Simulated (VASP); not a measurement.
All values below come from PBEsol GGA, VASP's PBE PAW potentials (set 64) (plane waves; VASP 6.6.1).

VASP ran on this input.

INCAR:
```
! general
SYSTEM  = Mn
PREC    = Accurate
ENCUT   = 530
LREAL   = F
LASPH   = T

! electronic loop
EDIFF   = 1E-7
NELM    = 100
ALGO    = Normal
LMAXMIX = 4

! smearing
ISMEAR  = 1
SIGMA   = 0.1

! functional
GGA     = PS

! spin
ISPIN   = 2
MAGMOM  = 0.4

! ions
IBRION  = 6
NSW     = 1
ISIF    = 3
POTIM   = 0.015
NFREE   = 2

! output
LWAVE   = F
LCHARG  = F
LORBIT  = 10
```

**KPOINTS**
```
Regular mesh
0
Gamma
14 14 14
```

**POSCAR**
```
Mn
1
    2.2508456520     0.0000000000    -0.0000000000
    0.0000000000     2.2508456520    -0.0000000000
    0.0000000000     0.0000000000     2.2508456520
Mn
1
Direct
  0.0000000000   0.0000000000   0.0000000000
```

POTCAR, in this order: Mn_pv (PBE.64 set). Program: vasp_std.

The resulting files:

OUTCAR:
```
 ion  position               nearest neighbor table
   1  0.000  0.000  0.000-
  LATTYP: Found a simple cubic cell.
 ALAT       =     2.2508456520
 Subroutine PRICEL returns:
 Original cell was already a primitive cell.
 Subroutine GETGRP returns: Found 48 space group operations
The static configuration has the point symmetry O_h .
The dynamic configuration has the point symmetry O_h .
The overall configuration has the point symmetry O_h .
 Subroutine INISYM returns: Found 48 space group operations
 Subroutine IBZKPT returns following result:
 Found    120 irreducible k-points:

 Following reciprocal coordinates:
            Coordinates               Weight
  0.000000  0.000000  0.000000      1.000000
  0.071429  0.000000  0.000000      6.000000
  0.142857  0.000000  0.000000      6.000000
  0.214286  0.000000  0.000000      6.000000
  0.285714  0.000000  0.000000      6.000000
  0.357143  0.000000  0.000000      6.000000
  0.428571  0.000000  0.000000      6.000000
  0.500000  0.000000  0.000000      3.000000
  0.071429  0.071429  0.000000     12.000000
  0.142857  0.071429  0.000000     24.000000
  0.214286  0.071429  0.000000     24.000000
  0.285714  0.071429  0.000000     24.000000
  0.357143  0.071429  0.000000     24.000000
  0.428571  0.071429  0.000000     24.000000
  0.500000  0.071429  0.000000     12.000000
  0.142857  0.142857  0.000000     12.000000
  0.214286  0.142857  0.000000     24.000000
  0.285714  0.142857  0.000000     24.000000
  0.357143  0.142857  0.000000     24.000000
  0.428571  0.142857  0.000000     24.000000
  0.500000  0.142857  0.000000     12.000000
  0.214286  0.214286  0.000000     12.000000
  0.285714  0.214286  0.000000     24.000000
  0.357143  0.214286  0.000000     24.000000
...
```

### OSZICAR
```
...
DAV:   1    -0.888653497779E+01   -0.11609E+00   -0.19460E+00 32982   0.225E+01    0.280E+00
DAV:   2    -0.878370978095E+01    0.10283E+00   -0.41821E-01 32628   0.110E+01    0.760E-01
DAV:   3    -0.877574266822E+01    0.79671E-02   -0.20452E-02 32542   0.231E+00    0.352E-01
DAV:   4    -0.877421659687E+01    0.15261E-02   -0.26249E-03 32270   0.536E-01    0.184E-01
DAV:   5    -0.877422184906E+01   -0.52522E-05   -0.19322E-04 32780   0.201E-01    0.109E-01
DAV:   6    -0.877432982435E+01   -0.10798E-03   -0.20993E-04 33318   0.192E-01    0.469E-02
DAV:   7    -0.877437661169E+01   -0.46787E-04   -0.10542E-04 32786   0.118E-01    0.157E-02
DAV:   8    -0.877438102649E+01   -0.44148E-05   -0.81826E-06 32226   0.327E-02    0.685E-03
DAV:   9    -0.877438125775E+01   -0.23127E-06   -0.59826E-07 29798   0.956E-03    0.390E-03
DAV:  10    -0.877438121127E+01    0.46482E-07   -0.19939E-07 21034   0.526E-03
   8 F= -.87743812E+01 E0= -.87744662E+01  d E =0.254938E-03  mag=     0.3600
       N       E                     dE             d eps       ncg     rms          rms(c)
DAV:   1    -0.882587684475E+01   -0.51496E-01   -0.88396E-01 34848   0.111E+01    0.204E+00
DAV:   2    -0.878161022490E+01    0.44267E-01   -0.78636E-02 34536   0.401E+00    0.762E-01
DAV:   3    -0.877473577878E+01    0.68744E-02   -0.20916E-02 42344   0.151E+00    0.161E-01
DAV:   4    -0.877450941525E+01    0.22636E-03   -0.83410E-04 32248   0.508E-01    0.705E-02
DAV:   5    -0.877438867748E+01    0.12074E-03   -0.10919E-04 33554   0.195E-01    0.355E-02
DAV:   6    -0.877437861719E+01    0.10060E-04   -0.23694E-05 32940   0.828E-02    0.129E-02
DAV:   7    -0.877438104122E+01   -0.24240E-05   -0.29556E-06 34442   0.225E-02    0.478E-03
DAV:   8    -0.877438115953E+01   -0.11831E-06   -0.15814E-07 22810   0.600E-03    0.118E-03
DAV:   9    -0.877438117528E+01   -0.15741E-07   -0.21397E-08 16156   0.236E-03
   9 F= -.87743812E+01 E0= -.87744660E+01  d E =0.254619E-03  mag=     0.3600
       N       E                     dE             d eps       ncg     rms          rms(c)
DAV:   1    -0.880439610675E+01   -0.30015E-01   -0.78043E-01 35054   0.110E+01    0.117E+00
DAV:   2    -0.878488497335E+01    0.19511E-01   -0.29932E-02 34270   0.282E+00    0.552E-01
DAV:   3    -0.877605164037E+01    0.88333E-02   -0.12161E-02 44090   0.133E+00    0.153E-01
DAV:   4    -0.877484930417E+01    0.12023E-02   -0.12095E-03 33118   0.508E-01    0.937E-02
DAV:   5    -0.877441654624E+01    0.43276E-03   -0.22688E-04 41172   0.180E-01    0.265E-02
DAV:   6    -0.877438520311E+01    0.31343E-04   -0.10577E-05 32316   0.499E-02    0.907E-03
DAV:   7    -0.877438064618E+01    0.45569E-05   -0.98793E-07 32578   0.150E-02    0.313E-03
DAV:   8    -0.877438107117E+01   -0.42499E-06   -0.16338E-07 18720   0.528E-03    0.108E-03
DAV:   9    -0.877438117239E+01   -0.10122E-06   -0.18844E-08 16226   0.201E-03    0.487E-04
DAV:  10    -0.877438118456E+01   -0.12171E-07   -0.65241E-09 16180   0.108E-03
  10 F= -.87743812E+01 E0= -.87744661E+01  d E =0.254704E-03  mag=     0.3600
       N       E                     dE             d eps       ncg     rms          rms(c)
DAV:   1    -0.882601758986E+01   -0.51636E-01   -0.89926E-01 35392   0.111E+01    0.204E+00
DAV:   2    -0.878157313885E+01    0.44444E-01   -0.77732E-02 34272   0.392E+00    0.762E-01
DAV:   3    -0.877473107979E+01    0.68421E-02   -0.21096E-02 42102   0.151E+00    0.162E-01
DAV:   4    -0.877450817279E+01    0.22291E-03   -0.82968E-04 32258   0.506E-01    0.708E-02
DAV:   5    -0.877438822853E+01    0.11994E-03   -0.10901E-04 33670   0.196E-01    0.352E-02
DAV:   6    -0.877437865010E+01    0.95784E-05   -0.23808E-05 33052   0.831E-02    0.127E-02
DAV:   7    -0.877438105151E+01   -0.24014E-05   -0.28138E-06 34956   0.218E-02    0.469E-03
DAV:   8    -0.877438116106E+01   -0.10955E-06   -0.14692E-07 21236   0.581E-03    0.114E-03
DAV:   9    -0.877438117513E+01   -0.14068E-07   -0.20599E-08 16184   0.237E-03
  11 F= -.87743812E+01 E0= -.87744660E+01  d E =0.254612E-03  mag=     0.3600
       N       E                     dE             d eps       ncg     rms          rms(c)
DAV:   1    -0.883176515079E+01   -0.57384E-01   -0.78893E-01 35658   0.106E+01    0.120E+00
DAV:   2    -0.880103350691E+01    0.30732E-01   -0.31265E-02 34700   0.280E+00    0.553E-01
DAV:   3    -0.878157161400E+01    0.19462E-01   -0.12835E-02 44190   0.130E+00    0.164E-01
DAV:   4    -0.877689860693E+01    0.46730E-02   -0.12946E-03 34028   0.548E-01    0.108E-01
DAV:   5    -0.877457626279E+01    0.23223E-02   -0.25910E-04 41464   0.201E-01    0.267E-02
DAV:   6    -0.877439387197E+01    0.18239E-03   -0.13843E-05 32428   0.584E-02    0.952E-03
DAV:   7    -0.877437765402E+01    0.16218E-04   -0.12441E-06 32650   0.156E-02    0.349E-03
DAV:   8    -0.877438172484E+01   -0.40708E-05   -0.22689E-07 23506   0.596E-03    0.130E-03
DAV:   9    -0.877438179240E+01   -0.67560E-07   -0.28269E-08 16210   0.220E-03
  12 F= -.87743818E+01 E0= -.87744665E+01  d E =0.254258E-03  mag=     0.3600
       N       E                     dE             d eps       ncg     rms          rms(c)
DAV:   1    -0.882587283876E+01   -0.51491E-01   -0.89935E-01 35038   0.113E+01    0.204E+00
DAV:   2    -0.878160200927E+01    0.44271E-01   -0.78575E-02 34482   0.397E+00    0.762E-01
DAV:   3    -0.877473687442E+01    0.68651E-02   -0.20961E-02 42290   0.151E+00    0.163E-01
DAV:   4    -0.877450995179E+01    0.22692E-03   -0.80423E-04 32230   0.497E-01    0.709E-02
DAV:   5    -0.877438852172E+01    0.12143E-03   -0.10954E-04 33590   0.196E-01    0.354E-02
DAV:   6    -0.877437864449E+01    0.98772E-05   -0.23694E-05 32890   0.827E-02    0.129E-02
DAV:   7    -0.877438104755E+01   -0.24031E-05   -0.28816E-06 34744   0.221E-02    0.476E-03
DAV:   8    -0.877438116367E+01   -0.11613E-06   -0.15245E-07 22028   0.592E-03    0.112E-03
DAV:   9    -0.877438117629E+01   -0.12623E-07   -0.20920E-08 16192   0.237E-03
  13 F= -.87743812E+01 E0= -.87744660E+01  d E =0.254611E-03  mag=     0.3600
       N       E                     dE             d eps       ncg     rms          rms(c)
DAV:   1    -0.879997393950E+01   -0.25593E-01   -0.25174E+00  8590   0.531E+01    0.669E-01
DAV:   2    -0.879283751823E+01    0.71364E-02   -0.10302E-01  4820   0.467E+00    0.408E-01
DAV:   3    -0.877435824575E+01    0.18479E-01   -0.16575E-02  7062   0.166E+00    0.150E-01
DAV:   4    -0.877397677440E+01    0.38147E-03   -0.59849E-04  4876   0.459E-01    0.186E-02
DAV:   5    -0.877398640436E+01   -0.96300E-05   -0.28960E-05  4950   0.801E-02    0.102E-02
DAV:   6    -0.877398779903E+01   -0.13947E-05   -0.32401E-06  4902   0.228E-02    0.331E-03
DAV:   7    -0.877398948857E+01   -0.16895E-05   -0.16604E-07  3436   0.551E-03    0.177E-03
DAV:   8    -0.877398874571E+01    0.74287E-06   -0.47387E-08  2444   0.265E-03    0.829E-04
DAV:   9    -0.877398886143E+01   -0.11572E-06   -0.17990E-08  2426   0.156E-03    0.749E-05
DAV:  10    -0.877398877092E+01    0.90511E-07   -0.99713E-10  2432   0.539E-04
  14 F= -.87739888E+01 E0= -.87740884E+01  d E =0.299028E-03  mag=     0.3580
       N       E                     dE             d eps       ncg     rms          rms(c)
DAV:   1    -0.875282536837E+01    0.21163E-01   -0.85852E+00  8550   0.105E+02    0.360E-01
DAV:   2    -0.877417577817E+01   -0.21350E-01   -0.22317E-01  4814   0.637E+00    0.210E-01
DAV:   3    -0.877377272115E+01    0.40306E-03   -0.20057E-03  5806   0.999E-01    0.159E-01
DAV:   4    -0.877397404278E+01   -0.20132E-03   -0.53579E-04  6852   0.657E-01    0.125E-02
DAV:   5    -0.877398313240E+01   -0.90896E-05   -0.45749E-05  4860   0.100E-01    0.472E-03
DAV:   6    -0.877398699917E+01   -0.38668E-05   -0.87060E-07  4944   0.160E-02    0.243E-03
DAV:   7    -0.877398833457E+01   -0.13354E-05   -0.17534E-07  3758   0.728E-03    0.476E-04
DAV:   8    -0.877398867280E+01   -0.33823E-06   -0.27305E-08  2438   0.257E-03    0.138E-04
DAV:   9    -0.877398871079E+01   -0.37995E-07   -0.32852E-09  2418   0.884E-04
  15 F= -.87739887E+01 E0= -.87740884E+01  d E =0.299004E-03  mag=     0.3580
```

### OUTCAR
```
------------------------ aborting loop because EDIFF is reached ----------------------------------------
  FORCE on cell =-STRESS in cart. coord.  units (eV):
  Direction    XX          YY          ZZ          XY          YZ          ZX
  --------------------------------------------------------------------------------------
  Total        0.1070434      0.1070434      0.1070434      0.0000000     -0.0000000     -0.0000000
  in kB       15.0394968     15.0394968     15.0394968      0.0000000     -0.0000000     -0.0000000
  external PRESSURE =      15.0394968 kB  Pullay stress =       0.0000000 kB
  volume of cell :       11.40
      direct lattice vectors                 reciprocal lattice vectors
     2.250845652  0.000000000  0.000000000     0.444277465  0.000000000  0.000000000
     0.000000000  2.250845652  0.000000000     0.000000000  0.444277465  0.000000000
     0.000000000  0.000000000  2.250845652     0.000000000  0.000000000  0.444277465
 POSITION                                       TOTAL-FORCE (eV/Angst)
 -----------------------------------------------------------------------------------
     -0.01500      0.00000      0.00000        -0.000000      0.000000      0.000000
 -----------------------------------------------------------------------------------
    total drift:                                0.000217      0.000000     -0.000015
  FREE ENERGIE OF THE ION-ELECTRON SYSTEM (eV)
  ---------------------------------------------------
  free  energy   TOTEN  =        -8.7739887108 eV

  energy  without entropy=       -8.7742877151  energy(sigma->0) =       -8.77408838

   1 f/i=    0.000000 THz     0.000000 2PiTHz    0.000000 cm-1     0.000000 meV
             X         Y         Z           dx          dy          dz
      0.000000  0.000000  0.000000     1.000000    0.000000    0.000000

   2 f/i=    0.000000 THz     0.000000 2PiTHz    0.000000 cm-1     0.000000 meV
             X         Y         Z           dx          dy          dz
      0.000000  0.000000  0.000000     0.000000    1.000000    0.000000

   3 f/i=    0.000000 THz     0.000000 2PiTHz    0.000000 cm-1     0.000000 meV
             X         Y         Z           dx          dy          dz
      0.000000  0.000000  0.000000     0.000000    0.000000    1.000000

 ELASTIC MODULI CONTR FROM IONIC RELAXATION (kBar)
 Direction    XX          YY          ZZ          XY          YZ          ZX
 --------------------------------------------------------------------------------
 XX           0.0000      0.0000      0.0000      0.0000      0.0000      0.0000
 YY           0.0000      0.0000      0.0000      0.0000      0.0000      0.0000
 ZZ           0.0000      0.0000      0.0000      0.0000      0.0000      0.0000
 XY           0.0000      0.0000      0.0000      0.0000      0.0000      0.0000
 YZ           0.0000      0.0000      0.0000      0.0000      0.0000      0.0000
 ZX           0.0000      0.0000      0.0000      0.0000      0.0000      0.0000
 --------------------------------------------------------------------------------

 TOTAL ELASTIC MODULI (kBar)
 Direction    XX          YY          ZZ          XY          YZ          ZX
 --------------------------------------------------------------------------------
 XX        2335.9446   2226.7599   2226.7599      0.0000     -0.0000     -0.0000
 YY        2226.7599   2335.9446   2226.7599     -0.0000      0.0000     -0.0000
 ZZ        2226.7599   2226.7599   2335.9446     -0.0000     -0.0000     -0.0000
 XY           0.0000     -0.0000     -0.0000   -484.4319      0.0000      0.0000
 YZ          -0.0000      0.0000     -0.0000      0.0000   -484.4319      0.0000
 ZX          -0.0000     -0.0000     -0.0000      0.0000      0.0000   -484.4319
 --------------------------------------------------------------------------------
```
(Selected blocks of OUTCAR.)

The moments were started parallel, and other spin orders were not tried in this run. Finite-difference elastic constants of metals are sensitive to mesh and smearing; shear constants can be off by tens of GPa.

The structure was generated: Mn was put into the simple-cubic type (Pm-3m), which need not be its known phase. It was relaxed first, which changed the volume by -11 %.
